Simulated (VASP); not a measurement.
Computed with PBE GGA, VASP's PBE PAW potentials (set 64) (plane waves; VASP).

Input for VASP

**KPOINTS**
```
kpoints
0
gamma
 8 8 8
```

INCAR:
```
# general
SYSTEM  = GaP
PREC    = Accurate
ENCUT   = 480
LREAL   = .FALSE.
LASPH   = .TRUE.

# electronic loop
EDIFF   = 1E-6
NELM    = 100
ALGO    = Normal
LMAXMIX = 4

# smearing
ISMEAR  = 0
SIGMA   = 0.05

# functional
GGA     = PE

# ions
IBRION  = 2
NSW     = 60
ISIF    = 3
EDIFFG  = -0.01

# output
LWAVE   = .FALSE.
LCHARG  = .FALSE.
```

POSCAR:
```
GaP
1.0
  0.0000000000   2.7524583898   2.7524583898
  2.7524583898   0.0000000000   2.7524583898
  2.7524583898   2.7524583898   0.0000000000
Ga P
1 1
Direct
  0.0000000000   0.0000000000   0.0000000000
  0.7500000000   0.7500000000   0.7500000000
```

POTCAR, in this order: Ga_d P (PBE.64 set). Program: vasp_std.

The resulting files:

### OUTCAR
```
 ion  position               nearest neighbor table
   1  0.000  0.000  0.000-   2 2.38   2 2.38   2 2.38   2 2.38
   2  0.750  0.750  0.750-   1 2.38   1 2.38   1 2.38   1 2.38
  LATTYP: Found a face centered cubic cell.
 ALAT       =     5.5049167796
 Subroutine PRICEL returns:
 Original cell was already a primitive cell.
 Subroutine GETGRP returns: Found 24 space group operations
The static configuration has the point symmetry T_d .
The dynamic configuration has the point symmetry T_d .
 Subroutine INISYM returns: Found 24 space group operations
 Subroutine IBZKPT returns following result:
 Found     29 irreducible k-points:

 Following reciprocal coordinates:
            Coordinates               Weight
  0.000000  0.000000  0.000000      1.000000
  0.125000  0.000000  0.000000      8.000000
  0.250000  0.000000  0.000000      8.000000
  0.375000  0.000000  0.000000      8.000000
  0.500000  0.000000  0.000000      4.000000
  0.125000  0.125000  0.000000      6.000000
  0.250000  0.125000  0.000000     24.000000
  0.375000  0.125000  0.000000     24.000000
  0.500000  0.125000  0.000000     24.000000
 -0.375000  0.125000  0.000000     24.000000
 -0.250000  0.125000  0.000000     24.000000
 -0.125000  0.125000  0.000000     12.000000
  0.250000  0.250000  0.000000      6.000000
  0.375000  0.250000  0.000000     24.000000
  0.500000  0.250000  0.000000     24.000000
 -0.375000  0.250000  0.000000     24.000000
 -0.250000  0.250000  0.000000     12.000000
  0.375000  0.375000  0.000000      6.000000
  0.500000  0.375000  0.000000     24.000000
 -0.375000  0.375000  0.000000     12.000000
  0.500000  0.500000  0.000000      3.000000
  0.375000  0.250000  0.125000     24.000000
  0.500000  0.250000  0.125000     48.000000
 -0.375000  0.250000  0.125000     24.000000
  0.500000  0.375000  0.125000     24.000000
 -0.375000  0.375000  0.125000     48.000000
 -0.250000  0.375000  0.125000     24.000000
 -0.375000  0.500000  0.125000     12.000000
 -0.250000  0.500000  0.250000      6.000000
   k-points           NKPTS =     29   k-points in BZ     NKDIM =     29   number of bands    NBANDS=     13
   number of dos      NEDOS =    301   number of ions     NIONS =      2
   total plane-waves  NPLWV =  21952
   dimension x,y,z NGX =    28 NGY =   28 NGZ =   28
   dimension x,y,z NGXF=    56 NGYF=   56 NGZF=   56
   ions per type =               1   1
   PREC   = accura    normal or accurate (medium, high low for compatibility)
   ISTART =      0    job   : 0-new  1-cont  2-samecut
   ICHARG =      2    charge: 1-file 2-atom 10-const
   ISPIN  =      1    spin polarized calculation?
   LNONCOLLINEAR =      F non collinear calculations
   LSORBIT =      F    spin-orbit coupling
   INIWAV =      1    electr: 0-lowe 1-rand  2-diag
   ENCUT  =  480.0 eV  35.28 Ry    5.94 a.u.   6.95  6.95  6.95*2*pi/ulx,y,z
   NELM   =    100;   NELMIN=  2; NELMDL= -5     # of ELM steps
   EDIFF  = 0.1E-05   stopping-criterion for ELM
   LREAL  =      F    real-space projection
   NLSPLINE    = F    spline interpolate recip. space projectors
   LMAXMIX     =    4 max onsite mixed and CHGCAR
   VOSKOWN=      0    Vosko Wilk Nusair interpolation
   EDIFFG = -.1E-01   stopping-criterion for IOM
   NSW    =     60    number of steps for IOM
   NBLOCK =      1;   KBLOCK =     60    inner block; outer block
   IBRION =      2    ionic relax: 0-MD 1-quasi-New 2-CG
   NFREE  =      1    steps in history (QN), initial steepest desc. (CG)
   ISIF   =      3    stress and relaxation
   ISYM   =      2    0-nonsym 1-usesym 2-fastsym
   TEIN   =    0.0    initial temperature
   TEBEG  =    0.0;   TEEND  =   0.0 temperature during run
   SMASS  =  -3.00    Nose mass-parameter (am)
...
```

**OSZICAR**
```
       N       E                     dE             d eps       ncg     rms          rms(c)
DAV:   1     0.751611851344E+02    0.75161E+02   -0.90493E+03   770   0.186E+03
DAV:   2    -0.362544610070E+01   -0.78787E+02   -0.75922E+02   804   0.308E+02
DAV:   3    -0.927423295554E+01   -0.56488E+01   -0.56219E+01   944   0.718E+01
DAV:   4    -0.938283784116E+01   -0.10860E+00   -0.10853E+00   891   0.107E+01
DAV:   5    -0.938619033687E+01   -0.33525E-02   -0.33523E-02   957   0.159E+00    0.412E+00
DAV:   6    -0.914894412340E+01    0.23725E+00   -0.46403E-01  1136   0.124E+01    0.270E+00
DAV:   7    -0.912465179024E+01    0.24292E-01   -0.10971E-01   970   0.241E+00    0.110E+00
DAV:   8    -0.912481761868E+01   -0.16583E-03   -0.14127E-02   879   0.177E+00    0.150E-01
DAV:   9    -0.912519662912E+01   -0.37901E-03   -0.15959E-03   976   0.698E-01    0.922E-02
DAV:  10    -0.912526321681E+01   -0.66588E-04   -0.12943E-04  1060   0.121E-01    0.454E-02
DAV:  11    -0.912533942821E+01   -0.76211E-04   -0.11611E-04   819   0.112E-01    0.684E-03
DAV:  12    -0.912533860840E+01    0.81981E-06   -0.46334E-06   954   0.350E-02
   1 F= -.91253386E+01 E0= -.91253386E+01  d E =-.912534E+01
```

### OUTCAR
```
------------------------ aborting loop because EDIFF is reached ----------------------------------------
  FORCE on cell =-STRESS in cart. coord.  units (eV):
  Direction    XX          YY          ZZ          XY          YZ          ZX
  --------------------------------------------------------------------------------------
  Total       -0.0103814     -0.0103814     -0.0103814      0.0000000      0.0000000      0.0000000
  in kB       -0.3988179     -0.3988179     -0.3988179      0.0000000      0.0000000      0.0000000
  external PRESSURE =      -0.3988179 kB  Pullay stress =       0.0000000 kB
  volume of cell :       41.71
      direct lattice vectors                 reciprocal lattice vectors
     0.000000000  2.752458390  2.752458390    -0.181655789  0.181655789  0.181655789
     2.752458390  0.000000000  2.752458390     0.181655789 -0.181655789  0.181655789
     2.752458390  2.752458390  0.000000000     0.181655789  0.181655789 -0.181655789
  FREE ENERGIE OF THE ION-ELECTRON SYSTEM (eV)
  ---------------------------------------------------
  free  energy   TOTEN  =        -9.1253386084 eV

  energy  without entropy=       -9.1253386084  energy(sigma->0) =       -9.12533861

 reached required accuracy - stopping structural energy minimisation
```
(Selected blocks of OUTCAR.)

The compound is GaP in the zinc blende structure. It was relaxed first. The start is the result of an earlier pass.
